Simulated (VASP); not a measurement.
```xyz
2
Lattice="1.7693 -3.0645 0.0000 1.7693 3.0645 0.0000 0.0000 0.0000 5.4533" Properties=species:S:1:pos:R:3 pbc="T T T"
Er     1.7693     1.0215     1.3633
Er     1.7693    -1.0215     4.0900
```

Calculation: PBE GGA with D3 dispersion (Becke-Johnson damping), VASP's PBE PAW potentials (set 64) (plane waves; VASP). Run with 520 eV cut-off, Gaussian smearing of 0.050 eV, potentials Er_3.

The 4f electrons are frozen in the core of the lanthanide potential, so 4f levels, which can set the real gap, and their magnetism are missing.

### Question
Give the energies of bands 7 to 12 at the high-symmetry points, in eV from the Fermi level.

### Answer

```json
[
 {"band": "7", "Γ": "-5.55", "M": "-2.11", "K": "-0.89", "A": "-3.84", "L": "-2.04", "H": "-0.60"},
 {"band": "8", "Γ": "-2.28", "M": "-1.44", "K": "-0.84", "A": "-3.84", "L": "-2.04", "H": "-0.60"},
 {"band": "9", "Γ": "1.27", "M": "-0.93", "K": "-0.84", "A": "1.17", "L": "0.12", "H": "-0.44"},
 {"band": "10", "Γ": "1.97", "M": "-0.11", "K": "-0.50", "A": "1.17", "L": "0.12", "H": "-0.44"},
 {"band": "11", "Γ": "1.97", "M": "1.59", "K": "1.29", "A": "1.85", "L": "1.62", "H": "0.54"},
 {"band": "12", "Γ": "2.53", "M": "1.74", "K": "1.29", "A": "1.85", "L": "1.62", "H": "0.54"}
]
```

It has no gap at this level: it comes out as a metal or semimetal.

The compound is Er in the hcp structure. It was relaxed first.
